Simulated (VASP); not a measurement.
Computed with PBEsol GGA, VASP's PBE PAW potentials (set 64) (plane waves; VASP).

VASP input:

**INCAR**
```
# general
SYSTEM =SrVO3
PREC   =Accurate
ENCUT  =620   # plane-wave cut-off (eV)
LREAL  =.False.   # projection in real space or not
LASPH  =.True.

# electronic loop
EDIFF  =1E-6
NELM   =100
ALGO   =Normal   # blocked Davidson
LMAXMIX=4

# smearing
ISMEAR =1
SIGMA  =0.1   # width (eV)

# functional
GGA    =PS   # PBEsol

# ions
IBRION =2
NSW    =40
ISIF   =3   # ions, shape and volume
EDIFFG =-0.02
PSTRESS=450   # kbar

# output
LWAVE  =.False.
LCHARG =.False.
```

POSCAR:
```
SrVO3
1.0
  3.6182290973   0.0000000000   0.0000000000
  0.0000000000   3.6182290973   0.0000000000
  0.0000000000   0.0000000000   3.6182290973
Sr V O
1 1 3
direct
  0.0000000000   0.0000000000   0.0000000000
  0.5000000000   0.5000000000   0.5000000000
  0.5000000000   0.0000000000   0.5000000000
  0.0000000000   0.5000000000   0.5000000000
  0.5000000000   0.5000000000   0.0000000000
```

KPOINTS:
```
Automatic mesh
0
Gamma
9 9 9
0 0 0
```

POTCAR, in this order: Sr_sv V_sv O (PBE.64 set). Program: vasp_std.

Output of the run:

**OSZICAR**
```
       N       E                     dE             d eps       ncg     rms          rms(c)
DAV:   1     0.500050202585E+03    0.50005E+03   -0.27025E+04  1680   0.210E+03
DAV:   2    -0.206580024914E+02   -0.52071E+03   -0.51583E+03  2080   0.542E+02
DAV:   3    -0.488612652196E+02   -0.28203E+02   -0.28027E+02  1800   0.136E+02
DAV:   4    -0.497273599870E+02   -0.86609E+00   -0.86574E+00  2888   0.207E+01
DAV:   5    -0.497347140909E+02   -0.73541E-02   -0.73525E-02  1992   0.146E+00    0.580E+01
DAV:   6    -0.410715514031E+02    0.86632E+01   -0.74026E+01  2368   0.788E+01    0.234E+01
DAV:   7    -0.407215920581E+02    0.34996E+00   -0.16055E+01  1912   0.404E+01    0.236E+01
DAV:   8    -0.403935604657E+02    0.32803E+00   -0.31878E+00  1952   0.189E+01    0.350E+00
DAV:   9    -0.403623219133E+02    0.31239E-01   -0.26596E-01  2008   0.531E+00    0.629E-01
DAV:  10    -0.403634006993E+02   -0.10788E-02   -0.15473E-02  2264   0.875E-01    0.183E-01
DAV:  11    -0.403633924171E+02    0.82822E-05   -0.31934E-04  2104   0.150E-01    0.109E-01
DAV:  12    -0.403633706801E+02    0.21737E-04   -0.22400E-04  2312   0.155E-01    0.242E-02
DAV:  13    -0.403633719654E+02   -0.12852E-05   -0.16651E-05  2344   0.296E-02    0.184E-02
DAV:  14    -0.403633707473E+02    0.12181E-05   -0.45457E-06  1704   0.239E-02    0.409E-03
DAV:  15    -0.403633705125E+02    0.23483E-06   -0.33635E-07   920   0.502E-03
   1 F= -.27059129E+02 E0= -.27058007E+02  d E =-.270591E+02
```

### OUTCAR
```
------------------------ aborting loop because EDIFF is reached ----------------------------------------
  FORCE on cell =-STRESS in cart. coord.  units (eV):
  Direction    XX          YY          ZZ          XY          YZ          ZX
  --------------------------------------------------------------------------------------
  Total       13.3211199     13.3211199     13.3211199      0.0000000      0.0000000      0.0000000
  in kB      450.5708960    450.5708960    450.5708960      0.0000000      0.0000000      0.0000000
  external PRESSURE =       0.5708960 kB  Pullay stress =     450.0000000 kB
  volume of cell :       47.37
      direct lattice vectors                 reciprocal lattice vectors
     3.618229097  0.000000000  0.000000000     0.276378298  0.000000000  0.000000000
     0.000000000  3.618229097  0.000000000     0.000000000  0.276378298  0.000000000
     0.000000000  0.000000000  3.618229097     0.000000000  0.000000000  0.276378298
 POSITION                                       TOTAL-FORCE (eV/Angst)
 -----------------------------------------------------------------------------------
      0.00000      0.00000      0.00000         0.000000      0.000000      0.000000
      1.80911      1.80911      1.80911         0.000000      0.000000      0.000000
      1.80911      0.00000      1.80911         0.000000      0.000000      0.000000
      0.00000      1.80911      1.80911         0.000000      0.000000      0.000000
      1.80911      1.80911      0.00000         0.000000      0.000000      0.000000
 -----------------------------------------------------------------------------------
    total drift:                                0.000000      0.000000     -0.000000
  FREE ENERGIE OF THE ION-ELECTRON SYSTEM (eV)
  ---------------------------------------------------
  free  energy   TOTEN  =       -40.3633705125 eV

  energy  without entropy=      -40.3600037371  energy(sigma->0) =      -40.36224825
  enthalpy is  TOTEN    =       -27.0591290961 eV   P V=       13.3042414164

 reached required accuracy - stopping structural energy minimisation
```
(Selected blocks of OUTCAR.)

**OUTCAR**
```
 val. band max:        8.3539725834   @ k =   0.2222   0.1111   0.0000

 cond. band min:       8.3752967890   @ k =   0.2222   0.1111   0.1111


 Fermi energy:         8.3621537360

 k-point     1 :       0.0000    0.0000    0.0000
  band No.  band energies     occupation
      1     -57.2010      2.00000
      2     -31.2889      2.00000
      3     -31.2889      2.00000
      4     -31.2889      2.00000
      5     -26.1382      2.00000
      6     -12.6122      2.00000
      7     -11.2689      2.00000
      8     -11.2689      2.00000
      9      -8.2596      2.00000
     10      -8.2596      2.00000
     11      -8.2596      2.00000
     12       2.4837      2.00000
     13       2.4837      2.00000
     14       2.4837      2.00000
     15       4.2084      2.00000
     16       4.2084      2.00000
     17       4.2084      2.00000
     18       5.5406      2.00000
     19       5.5406      2.00000
     20       5.5406      2.00000
     21       6.9893      2.00000
     22       6.9893      2.00000
     23       6.9893      2.00000
     24      10.1936     -0.00000

 k-point     2 :       0.1111    0.0000    0.0000
  band No.  band energies     occupation
      1     -57.2008      2.00000
      2     -31.2994      2.00000
      3     -31.2884      2.00000
      4     -31.2884      2.00000
      5     -26.1277      2.00000
      6     -12.6303      2.00000
      7     -11.2787      2.00000
      8     -11.2595      2.00000
      9      -8.2451      2.00000
     10      -8.2451      2.00000
     11      -8.1181      2.00000
     12       2.2470      2.00000
     13       2.4477      2.00000
     14       2.4477      2.00000
     15       3.9483      2.00000
     16       3.9483      2.00000
     17       4.0362      2.00000
     18       5.0469      2.00000
     19       5.3983      2.00000
     20       5.3983      2.00000
     21       7.0128      2.00000
     22       7.4379      2.00000
     23       7.4379      2.00000
     24      10.2353     -0.00000
...
```

The compound is SrVO3 in the cubic perovskite structure. It was relaxed first under an external pressure of 45 GPa. The run is not spin-polarised, so no magnetic state was tried. The electron count is odd and the run is not spin-polarised, which forces a metal.
